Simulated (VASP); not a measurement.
Consider the following.

```
CELL_PARAMETERS angstrom
      0.00000     2.48292     2.48292
      2.48292     0.00000     2.48292
      2.48292     2.48292     0.00000
ATOMIC_POSITIONS crystal
  Li 0.00000 0.00000 0.00000
  Cl 0.50000 0.50000 0.50000
```

Calculation: LDA (Ceperley-Alder, Perdew-Zunger), VASP's LDA PAW potentials (set 64) (plane waves; VASP). Settings: 520 eV cut-off, 9×9×9 Γ-centred mesh, Gaussian smearing of 0.050 eV, potentials Li_sv Cl.

### Question
Give the energy at these volumes per atom, relative to the lowest: 14.35, 14.81, 15.27, 15.72, 16.18 Å³.

### Answer
8.5, 2.2, 0.0, 1.4, 5.8 meV/atom. A third-order Birch-Murnaghan fit gives B0 = 40.8 GPa and B0′ = 4.1.

The compound is LiCl in the rock salt structure. It was relaxed first, which changed the volume by -10 %.
